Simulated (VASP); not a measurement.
Method: vdW-DF2, VASP's PBE PAW potentials (set 64) (plane waves; VASP).

VASP ran on this input.

KPOINTS:
```
Automatic mesh
0
Gamma
6 6 6
0 0 0
```

### INCAR
```
# general
SYSTEM   = PbF2
PREC     = Accurate
ENCUT    = 520   # plane-wave cut-off (eV)
LREAL    = .FALSE.
LASPH    = .TRUE.   # aspherical one-centre terms

# electronic loop
EDIFF    = 1E-7   # SCF stop (eV)
NELM     = 100   # most electronic steps
ALGO     = Normal   # blocked Davidson
LMAXMIX  = 4   # l cut-off of mixed one-centre charges

# smearing
ISMEAR   = 0   # Gaussian
SIGMA    = 0.05   # width (eV)

# functional
GGA      = ML
LUSE_VDW = .TRUE.
AGGAC    = 0.0
ZAB_VDW  = -1.8867

# ions
ISIF     = 2   # forces and stress, cell fixed

# output
LWAVE    = .FALSE.
LCHARG   = .FALSE.
```

File POSCAR:
```
PbF2
5.9483930
  0.0000000000   0.4999999822   0.4999999822
  0.4999999822   0.0000000000   0.4999999822
  0.4999999822   0.4999999822   0.0000000000
Pb F
1 2
Cartesian
  0.0000000000   0.0000000000   0.0000000000
  0.2499999911   0.2499999911   0.2499999911
  0.7499999732   0.7499999732   0.7499999732
```

POTCAR, in this order: Pb_d F (PBE.64 set). Program: vasp_std.

Output of the run:

OSZICAR:
```
       N       E                     dE             d eps       ncg     rms          rms(c)
DAV:   1     0.313232828026E+03    0.31323E+03   -0.15000E+04   584   0.177E+03
DAV:   2     0.204445766900E+02   -0.29279E+03   -0.28184E+03   618   0.460E+02
DAV:   3    -0.977233100700E+01   -0.30217E+02   -0.29814E+02   690   0.161E+02
DAV:   4    -0.107358912015E+02   -0.96356E+00   -0.96232E+00   614   0.285E+01
DAV:   5    -0.107642683462E+02   -0.28377E-01   -0.28376E-01   672   0.505E+00    0.949E+00
DAV:   6    -0.808897763953E+01    0.26753E+01   -0.14383E+01   748   0.324E+01    0.279E+00
DAV:   7    -0.805084890425E+01    0.38129E-01   -0.61577E-01   590   0.537E+00    0.153E+00
DAV:   8    -0.800642359497E+01    0.44425E-01   -0.13263E-01   584   0.382E+00    0.440E-01
DAV:   9    -0.800392326764E+01    0.25003E-02   -0.18003E-02   694   0.101E+00    0.872E-02
DAV:  10    -0.800389103010E+01    0.32238E-04   -0.12486E-03   582   0.408E-01    0.291E-02
DAV:  11    -0.800385257094E+01    0.38459E-04   -0.12339E-04   622   0.106E-01    0.972E-03
DAV:  12    -0.800385158155E+01    0.98938E-06   -0.34824E-05   662   0.596E-02    0.680E-03
DAV:  13    -0.800385123102E+01    0.35053E-06   -0.44671E-06   636   0.206E-02    0.836E-04
DAV:  14    -0.800385118803E+01    0.42991E-07   -0.15745E-07   470   0.408E-03
   1 F= -.80038512E+01 E0= -.80038512E+01  d E =-.419890E-21
```

### OUTCAR
```
------------------------ aborting loop because EDIFF is reached ----------------------------------------
  FORCE on cell =-STRESS in cart. coord.  units (eV):
  Direction    XX          YY          ZZ          XY          YZ          ZX
  --------------------------------------------------------------------------------------
  Total        1.5221014      1.5221014      1.5221014      0.0000000      0.0000000     -0.0000000
  in kB       46.3463193     46.3463193     46.3463193      0.0000000      0.0000000     -0.0000000
  external PRESSURE =      46.3463193 kB  Pullay stress =       0.0000000 kB
  volume of cell :       52.62
      direct lattice vectors                 reciprocal lattice vectors
     0.000000000  2.974196394  2.974196394    -0.168112637  0.168112637  0.168112637
     2.974196394  0.000000000  2.974196394     0.168112637 -0.168112637  0.168112637
     2.974196394  2.974196394  0.000000000     0.168112637  0.168112637 -0.168112637
 POSITION                                       TOTAL-FORCE (eV/Angst)
 -----------------------------------------------------------------------------------
      0.00000      0.00000      0.00000        -0.000000     -0.000000     -0.000000
      1.48710      1.48710      1.48710        -0.000000     -0.000000      0.000000
      4.46129      4.46129      4.46129         0.000000      0.000000      0.000000
 -----------------------------------------------------------------------------------
    total drift:                                0.000000     -0.000000      0.000000
  FREE ENERGIE OF THE ION-ELECTRON SYSTEM (eV)
  ---------------------------------------------------
  free  energy   TOTEN  =        -8.0038511880 eV

  energy  without entropy=       -8.0038511880  energy(sigma->0) =       -8.00385119
```
(Selected blocks of OUTCAR.)

OUTCAR:
```
 val. band max:        1.4709143410   @ k =  -0.3333   0.3333   0.1667

 cond. band min:       5.9509426440   @ k =   0.5000   0.5000   0.0000


 Fermi energy:         1.8012680085

 k-point     1 :       0.0000    0.0000    0.0000
  band No.  band energies     occupation
      1     -19.4238      2.00000
      2     -18.8238      2.00000
      3     -12.7383      2.00000
      4     -12.7383      2.00000
      5     -12.7383      2.00000
      6     -12.6808      2.00000
      7     -12.6808      2.00000
      8      -3.0949      2.00000
      9      -0.8951      2.00000
     10      -0.8951      2.00000
     11      -0.8951      2.00000
     12      -0.4151      2.00000
     13      -0.4151      2.00000
     14      -0.4151      2.00000
     15       8.2487      0.00000
     16       8.2487      0.00000
     17       8.2487      0.00000
     18      11.6513      0.00000

 k-point     2 :       0.1667    0.0000    0.0000
  band No.  band energies     occupation
      1     -19.3731      2.00000
      2     -18.8693      2.00000
      3     -12.7287      2.00000
      4     -12.7287      2.00000
      5     -12.6867      2.00000
      6     -12.6802      2.00000
      7     -12.6802      2.00000
      8      -3.4957      2.00000
      9      -1.0788      2.00000
     10      -0.9448      2.00000
     11      -0.9448      2.00000
     12      -0.4572      2.00000
     13      -0.4572      2.00000
     14       0.2018      2.00000
     15       7.3797      0.00000
     16       8.4687      0.00000
     17       8.4687      0.00000
     18      13.1110      0.00000

 k-point     3 :       0.3333    0.0000    0.0000
  band No.  band energies     occupation
      1     -19.2526      2.00000
      2     -18.9757      2.00000
      3     -12.7210      2.00000
      4     -12.7210      2.00000
      5     -12.6672      2.00000
      6     -12.6672      2.00000
      7     -12.5872      2.00000
      8      -4.0747      2.00000
      9      -1.3275      2.00000
...
```

Unless said otherwise, spin-orbit coupling is left out, though it shifts the bands of the heavy elements here.

The compound is PbF2 in the fluorite structure, the β form. This cell is one point of a volume scan, at 0.94 of the reference volume.
